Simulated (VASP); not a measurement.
Method: PBE GGA, VASP's PBE PAW potentials (set 64) (plane waves; VASP).

Input for VASP

### KPOINTS
```
Automatic mesh
0
Gamma
13 13 13
0 0 0
```

INCAR:
```
SYSTEM = TiC
PREC = Single
ENCUT = 520
EDIFF = 1E-6
NELM = 100
ALGO = Normal
LREAL = .FALSE.
LASPH = .TRUE.
ISMEAR = 1
SIGMA = 0.1
GGA = PE
LMAXMIX = 4
LWAVE = .FALSE.
LCHARG = .FALSE.
ISIF = 2
```

File POSCAR:
```
TiC
1
    0.0000000000     2.1992450000     2.1808930000
    2.2162630000     0.0000000000     2.1808930000
    2.2162630000     2.1992450000     0.0000000000
Ti C
1 1
Direct
  0.0000000000   0.0000000000   0.0000000000
  0.4780250000   0.5219750000   0.5219750000
```

POTCAR, in this order: Ti_sv C (PBE.64 set). Program: vasp_std.

The run wrote:

### OUTCAR
```
 ion  position               nearest neighbor table
   1  0.000  0.000  0.000-   2 2.12   2 2.18   2 2.18   2 2.20   2 2.20   2 2.31
   2  0.478  0.522  0.522-   1 2.12   1 2.18   1 2.18   1 2.20   1 2.20   1 2.31
  LATTYP: Found a face centered orthorhombic cell.
 ALAT       =     4.3617860000
 B/A-ratio  =     1.0084149016
 C/A-ratio  =     1.0162181272
 Subroutine PRICEL returns:
 Original cell was already a primitive cell.
 Subroutine GETGRP returns: Found  4 space group operations
The static configuration has the point symmetry C_2v.
The dynamic configuration has the point symmetry C_2v.
 Subroutine INISYM returns: Found  4 space group operations
 Subroutine IBZKPT returns following result:
 Found    343 irreducible k-points:

 Following reciprocal coordinates:
            Coordinates               Weight
  0.000000  0.000000  0.000000      1.000000
  0.076923  0.000000 -0.000000      8.000000
  0.153846 -0.000000  0.000000      8.000000
  0.230769 -0.000000 -0.000000      8.000000
  0.307692 -0.000000  0.000000      8.000000
  0.384615 -0.000000 -0.000000      8.000000
  0.461538 -0.000000  0.000000      8.000000
  0.076923  0.076923  0.000000      2.000000
  0.153846  0.076923  0.000000      8.000000
  0.230769  0.076923 -0.000000      8.000000
  0.307692  0.076923  0.000000      8.000000
  0.384615  0.076923  0.000000      8.000000
  0.461538  0.076923 -0.000000      8.000000
 -0.461538  0.076923  0.000000      8.000000
 -0.384615  0.076923  0.000000      8.000000
 -0.307692  0.076923  0.000000      8.000000
 -0.230769  0.076923  0.000000      8.000000
 -0.153846  0.076923  0.000000      8.000000
 -0.076923  0.076923  0.000000      4.000000
  0.153846  0.153846  0.000000      2.000000
  0.230769  0.153846 -0.000000      8.000000
  0.307692  0.153846  0.000000      8.000000
  0.384615  0.153846 -0.000000      8.000000
  0.461538  0.153846 -0.000000      8.000000
 -0.461538  0.153846 -0.000000      8.000000
 -0.384615  0.153846  0.000000      8.000000
 -0.307692  0.153846 -0.000000      8.000000
 -0.230769  0.153846  0.000000      8.000000
 -0.153846  0.153846 -0.000000      4.000000
  0.230769  0.230769  0.000000      2.000000
  0.307692  0.230769  0.000000      8.000000
  0.384615  0.230769  0.000000      8.000000
  0.461538  0.230769  0.000000      8.000000
 -0.461538  0.230769  0.000000      8.000000
 -0.384615  0.230769  0.000000      8.000000
 -0.307692  0.230769  0.000000      8.000000
 -0.230769  0.230769  0.000000      4.000000
  0.307692  0.307692  0.000000      2.000000
  0.384615  0.307692 -0.000000      8.000000
  0.461538  0.307692  0.000000      8.000000
   k-points           NKPTS =    343   k-points in BZ     NKDIM =    343   number of bands    NBANDS=     12
   number of dos      NEDOS =    301   number of ions     NIONS =      2
   total plane-waves  NPLWV =  13824
   dimension x,y,z NGX =    24 NGY =   24 NGZ =   24
   dimension x,y,z NGXF=    24 NGYF=   24 NGZF=   24
   ions per type =               1   1
   PREC   = single    normal or accurate (medium, high low for compatibility)
   ISTART =      0    job   : 0-new  1-cont  2-samecut
   ICHARG =      2    charge: 1-file 2-atom 10-const
   ISPIN  =      1    spin polarized calculation?
   LNONCOLLINEAR =      F non collinear calculations
   LSORBIT =      F    spin-orbit coupling
   INIWAV =      1    electr: 0-lowe 1-rand  2-diag
   ENCUT  =  520.0 eV  38.22 Ry    6.18 a.u.   5.76  5.78  5.81*2*pi/ulx,y,z
   NELM   =    100;   NELMIN=  2; NELMDL= -5     # of ELM steps
   EDIFF  = 0.1E-05   stopping-criterion for ELM
   LREAL  =      F    real-space projection
...
```

OSZICAR:
```
       N       E                     dE             d eps       ncg     rms          rms(c)
DAV:   1     0.118420832674E+03    0.11842E+03   -0.84819E+03  8232   0.157E+03
DAV:   2    -0.139478838324E+02   -0.13237E+03   -0.12627E+03  8504   0.379E+02
DAV:   3    -0.239205286996E+02   -0.99726E+01   -0.95053E+01 10952   0.981E+01
DAV:   4    -0.243705594055E+02   -0.45003E+00   -0.44936E+00 10848   0.199E+01
DAV:   5    -0.243839411742E+02   -0.13382E-01   -0.13380E-01 11172   0.314E+00    0.179E+01
DAV:   6    -0.194276218794E+02    0.49563E+01   -0.33968E+01  9820   0.700E+01    0.757E+00
DAV:   7    -0.187039815273E+02    0.72364E+00   -0.56505E+00 10292   0.296E+01    0.466E+00
DAV:   8    -0.186647025974E+02    0.39279E-01   -0.13320E-01  9144   0.455E+00    0.328E+00
DAV:   9    -0.186504013708E+02    0.14301E-01   -0.24415E-01  9180   0.639E+00    0.858E-01
DAV:  10    -0.186471352701E+02    0.32661E-02   -0.18261E-02 12092   0.179E+00    0.667E-01
DAV:  11    -0.186444071353E+02    0.27281E-02   -0.93296E-03  9088   0.151E+00    0.157E-01
DAV:  12    -0.186443726407E+02    0.34495E-04   -0.50460E-04 10996   0.247E-01    0.429E-02
DAV:  13    -0.186443595809E+02    0.13060E-04   -0.30029E-05  9284   0.529E-02    0.166E-02
DAV:  14    -0.186443573905E+02    0.21905E-05   -0.48258E-06 10156   0.298E-02    0.323E-03
DAV:  15    -0.186443574383E+02   -0.47837E-07   -0.11930E-07  4520   0.523E-03
   1 F= -.18644357E+02 E0= -.18644344E+02  d E =-.410384E-04
```

OUTCAR:
```
------------------------ aborting loop because EDIFF is reached ----------------------------------------
  FORCE on cell =-STRESS in cart. coord.  units (eV):
  Direction    XX          YY          ZZ          XY          YZ          ZX
  --------------------------------------------------------------------------------------
  Total       -1.3388968     -1.2928845     -0.9314312      0.0000000      0.0000000      0.0000000
  in kB     -100.9016863    -97.4341171    -70.1943420      0.0000000      0.0000000      0.0000000
  external PRESSURE =     -89.5100485 kB  Pullay stress =       0.0000000 kB
  volume of cell :       21.26
      direct lattice vectors                 reciprocal lattice vectors
     0.000000000  2.199245000  2.180893000    -0.225604994  0.227350750  0.229263884
     2.216263000  0.000000000  2.180893000     0.225604994 -0.227350750  0.229263884
     2.216263000  2.199245000  0.000000000     0.225604994  0.227350750 -0.229263884
 POSITION                                       TOTAL-FORCE (eV/Angst)
 -----------------------------------------------------------------------------------
      0.00000      0.00000      0.00000         0.684876      0.000000      0.000000
      2.31367      2.19924      2.18089        -0.684876      0.000000      0.000000
 -----------------------------------------------------------------------------------
    total drift:                                0.000150      0.000005      0.000003
  FREE ENERGIE OF THE ION-ELECTRON SYSTEM (eV)
  ---------------------------------------------------
  free  energy   TOTEN  =       -18.6443574383 eV

  energy  without entropy=      -18.6443163999  energy(sigma->0) =      -18.64434376
```
(Selected blocks of OUTCAR.)

The compound is TiC in the rock salt structure. The cell was not relaxed at this level, atoms are displaced from their ideal sites. The run is one of a series of settings (PREC = Single against the base run), some of them coarse on purpose.
